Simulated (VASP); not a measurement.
OSZICAR of a VASP run on LaSi₂ (space group I4/mmm):

### OSZICAR
```
       N       E                     dE             d eps       ncg     rms          rms(c)
DAV:   1     0.149904814247E+03    0.14990E+03   -0.47331E+03  3900   0.117E+03
DAV:   2     0.101223749909E+02   -0.13978E+03   -0.13714E+03  5788   0.296E+02
DAV:   3    -0.133708325275E+02   -0.23493E+02   -0.22982E+02  6630   0.138E+02
DAV:   4    -0.154411129226E+02   -0.20703E+01   -0.20047E+01  7498   0.397E+01
DAV:   5    -0.155982265783E+02   -0.15711E+00   -0.15452E+00  6408   0.955E+00    0.509E+00
DAV:   6    -0.154270165612E+02    0.17121E+00   -0.90437E-01  7288   0.779E+00    0.276E+00
DAV:   7    -0.154195733889E+02    0.74432E-02   -0.82166E-02  6160   0.241E+00    0.125E+00
DAV:   8    -0.154180239983E+02    0.15494E-02   -0.22151E-02  6976   0.153E+00    0.338E-01
DAV:   9    -0.154184391425E+02   -0.41514E-03   -0.16647E-03  6792   0.419E-01    0.170E-01
DAV:  10    -0.154187016778E+02   -0.26254E-03   -0.68847E-04  7448   0.220E-01    0.892E-02
DAV:  11    -0.154188140175E+02   -0.11234E-03   -0.31344E-04  6782   0.137E-01    0.228E-02
DAV:  12    -0.154188134969E+02    0.52063E-06   -0.30214E-05  6984   0.519E-02    0.119E-02
DAV:  13    -0.154188149492E+02   -0.14523E-05   -0.65194E-06  6510   0.239E-02    0.591E-03
DAV:  14    -0.154188147926E+02    0.15658E-06   -0.96641E-07  3776   0.103E-02
   1 F= -.15418815E+02 E0= -.15406546E+02  d E =-.245385E-01  mag=    -0.0000     0.0000    -0.0000
```

Which electronic solver shows in the log?

It is blocked Davidson (ALGO = Normal, or the opening steps of other solvers). The INCAR had ALGO = Normal.

How was spin treated?

With non-collinear spinors: mag has three components.

Can the final energy be trusted as converged?

The run converged. It stopped with EDIFF = 1E-6, NELM = 100 (PBE GGA with spin-orbit coupling, plane waves, VASP's PBE PAW potentials (set 64)).

The structure was generated: LaSi2 was put into an ordered model structure, which need not be its known phase. The cell was not relaxed at this level. The run is one of a series of settings (GGA_COMPAT = .FALSE., LNONCOLLINEAR = .TRUE., LSORBIT = .TRUE., MAGMOM = 0.0 0.0 0.0 0.0 0.0 0.0 0.0 0.0 0.0, program vasp_ncl against the base run), some of them coarse on purpose.
